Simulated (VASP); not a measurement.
Method: PBEsol GGA, VASP's PBE PAW potentials (set 64) (plane waves; VASP).

A VASP calculation is set up with these files.

**KPOINTS**
```
Automatic mesh
0
Gamma
13 13 4
0 0 0
```

**INCAR**
```
! general
SYSTEM  = Ti3ZrC4
PREC    = Accurate
ENCUT   = 520   ! plane-wave cut-off (eV)
LREAL   = .False.   ! projection in real space or not
LASPH   = .True.

! electronic loop
EDIFF   = 1E-7   ! SCF stop (eV)
NELM    = 100
ALGO    = Normal   ! blocked Davidson
LMAXMIX = 4

! smearing
ISMEAR  = -5

! functional
GGA     = PS   ! PBEsol

! ions
ISIF    = 2

! output
LWAVE   = .False.
LCHARG  = .True.
LORBIT  = 11   ! lm-projected
NEDOS   = 601   ! DOS grid
```

**POSCAR**
```
Ti3ZrC4
1
    0.0000000000     2.2020378286     2.2020378286
    2.2020378286     0.0000000000     2.2020378286
    8.7819895899     8.7819895899     0.0261617246
Zr C Ti
1 4 3
Direct
  0.0000000000   0.0000000000   0.0000000000
  0.4823653488   0.4823653488   0.1382259884
  0.4941615755   0.4941615755   0.3793788184
  0.5058384245   0.5058384245   0.6206211816
  0.5176346512   0.5176346512   0.8617740116
  0.9886709042   0.9886709042   0.2584968219
  0.0000000000   0.0000000000   0.5000000000
  0.0113290958   0.0113290958   0.7415031781
```

POTCAR, in this order: Zr_sv C Ti_sv (PBE.64 set). Program: vasp_std.

What VASP printed:

File OSZICAR:
```
       N       E                     dE             d eps       ncg     rms          rms(c)
DAV:   1     0.871274969089E+03    0.87127E+03   -0.31794E+04 14364   0.201E+03
DAV:   2     0.474092932073E+02   -0.82387E+03   -0.80027E+03 14442   0.604E+02
DAV:   3    -0.878067276048E+02   -0.13522E+03   -0.13004E+03 22900   0.204E+02
DAV:   4    -0.984889589497E+02   -0.10682E+02   -0.10614E+02 20288   0.568E+01
DAV:   5    -0.990648596748E+02   -0.57590E+00   -0.57646E+00 22534   0.126E+01    0.419E+01
DAV:   6    -0.809031676782E+02    0.18162E+02   -0.16614E+02 19546   0.776E+01    0.162E+01
DAV:   7    -0.800375966908E+02    0.86557E+00   -0.35466E+01 19574   0.351E+01    0.112E+01
DAV:   8    -0.795995885108E+02    0.43801E+00   -0.53602E+00 19644   0.151E+01    0.435E+00
DAV:   9    -0.796091565174E+02   -0.95680E-02   -0.69953E-01 21084   0.598E+00    0.163E+00
DAV:  10    -0.795831720968E+02    0.25984E-01   -0.20001E-01 20250   0.408E+00    0.990E-01
DAV:  11    -0.795837638431E+02   -0.59175E-03   -0.14637E-01 20276   0.298E+00    0.492E-01
DAV:  12    -0.795815311779E+02    0.22327E-02   -0.18924E-02 21692   0.112E+00    0.275E-01
DAV:  13    -0.795803861572E+02    0.11450E-02   -0.87464E-03 20296   0.575E-01    0.359E-02
DAV:  14    -0.795804388248E+02   -0.52668E-04   -0.68784E-04 20374   0.152E-01    0.240E-02
DAV:  15    -0.795804452747E+02   -0.64499E-05   -0.34039E-05 21916   0.413E-02    0.173E-02
DAV:  16    -0.795804467344E+02   -0.14597E-05   -0.94592E-06 18922   0.196E-02    0.862E-03
DAV:  17    -0.795804477812E+02   -0.10468E-05   -0.69622E-06 21728   0.127E-02    0.295E-03
DAV:  18    -0.795804475769E+02    0.20433E-06   -0.30020E-07 13418   0.394E-03    0.130E-03
DAV:  19    -0.795804476778E+02   -0.10093E-06   -0.43402E-08 10572   0.173E-03    0.540E-04
DAV:  20    -0.795804476321E+02    0.45753E-07   -0.18910E-08 10566   0.148E-03
   1 F= -.79580448E+02 E0= -.79580448E+02  d E =0.000000E+00
```

OUTCAR:
```
------------------------ aborting loop because EDIFF is reached ----------------------------------------
  FORCE on cell =-STRESS in cart. coord.  units (eV):
  Direction    XX          YY          ZZ          XY          YZ          ZX
  --------------------------------------------------------------------------------------
  Total       -0.1022837     -0.1022837     -0.1022837     -0.0328043      0.0328043      0.0328043
  in kB       -1.9270459     -1.9270459     -1.9270459     -0.6180401      0.6180401      0.6180401
  external PRESSURE =      -1.9270459 kB  Pullay stress =       0.0000000 kB
  volume of cell :       85.04
      direct lattice vectors                 reciprocal lattice vectors
     0.000000000  2.202037829  2.202037829    -0.227401119  0.226723686  0.227401119
     2.202037829  0.000000000  2.202037829     0.226723686 -0.227401119  0.227401119
     8.781989590  8.781989590  0.026161725     0.057019638  0.057019638 -0.057019638
 POSITION                                       TOTAL-FORCE (eV/Angst)
 -----------------------------------------------------------------------------------
      0.00000      0.00000      0.00000         0.000000     -0.000000     -0.000000
      2.27609      2.27609      2.12799         0.004991      0.004991     -0.004991
      4.41986      4.41986      2.18625        -0.005419     -0.005419      0.005419
      6.56416      6.56416      2.24399         0.005419      0.005419     -0.005419
      8.70794      8.70794      2.30225        -0.004991     -0.004991      0.004991
      4.44721      4.44721      4.36094         0.004559      0.004559     -0.004559
      4.39099      4.39099      0.01308         0.000000      0.000000     -0.000000
      6.53682      6.53682      0.06929        -0.004559     -0.004559      0.004559
 -----------------------------------------------------------------------------------
    total drift:                                0.000000      0.000000     -0.000000
  FREE ENERGIE OF THE ION-ELECTRON SYSTEM (eV)
  ---------------------------------------------------
  free  energy   TOTEN  =       -79.5804476321 eV

  energy  without entropy=      -79.5804476321  energy(sigma->0) =      -79.58044763

 total charge

# of ion       s       p       d       tot
------------------------------------------
    1        2.198   6.066   1.793  10.057
    2        0.892   1.498   0.000   2.390
    3        0.889   1.482   0.000   2.371
    4        0.889   1.482   0.000   2.371
    5        0.892   1.498   0.000   2.390
    6        2.199   6.244   1.953  10.396
    7        2.198   6.243   1.954  10.395
    8        2.199   6.244   1.953  10.396
--------------------------------------------------
tot         12.356  30.757   7.653  50.766
```
(Selected blocks of OUTCAR.)

File OUTCAR:
```
 val. band max:        9.6837292744   @ k =   0.0769   0.0769   0.2500

 cond. band min:       9.5628185378   @ k =  -0.3077  -0.3077   0.2500


 Fermi energy:         9.6502071794

 k-point     1 :       0.0000    0.0000    0.0000
  band No.  band energies     occupation
      1     -46.7151      2.00000
      2     -46.6718      2.00000
      3     -46.6522      2.00000
      4     -38.0602      2.00000
      5     -23.2853      2.00000
      6     -23.0846      2.00000
      7     -22.9209      2.00000
      8     -22.9209      2.00000
      9     -22.9155      2.00000
     10     -22.8868      2.00000
     11     -22.8868      2.00000
     12     -22.8738      2.00000
     13     -22.8738      2.00000
     14     -16.4204      2.00000
     15     -15.7155      2.00000
     16     -15.7155      2.00000
     17      -2.5714      2.00000
     18      -1.2201      2.00000
     19      -1.1065      2.00000
     20       1.0740      2.00000
     21       3.8324      2.00000
     22       6.6118      2.00000
     23       6.6118      2.00000
     24       6.8588      2.00000
     25       6.8800      2.00000
     26       7.7614      2.00000
     27       7.7614      2.00000
     28       7.9438      2.00000
     29       7.9438      2.00000
     30      10.2965     -0.92083
     31      10.2965      0.00000
     32      10.3712      0.00000
     33      11.0912      0.00000
     34      11.0912      0.00000
     35      11.1577      0.00000
     36      11.3158      0.00000
     37      11.3169      0.00000
     38      11.4676      0.00000

 k-point     2 :       0.0769    0.0000    0.0000
  band No.  band energies     occupation
      1     -46.7121      2.00000
      2     -46.6695      2.00000
      3     -46.6505      2.00000
      4     -38.0516      2.00000
      5     -23.2775      2.00000
      6     -23.0862      2.00000
      7     -22.9394      2.00000
      8     -22.9277      2.00000
      9     -22.9276      2.00000
     10     -22.8952      2.00000
...
```

For a metal the tetrahedron method with Blöchl corrections gives inexact stress and forces.

The structure was generated: Ti3ZrC4 was put into an ordered model structure (R-3m), which need not be its known phase. It was relaxed first.
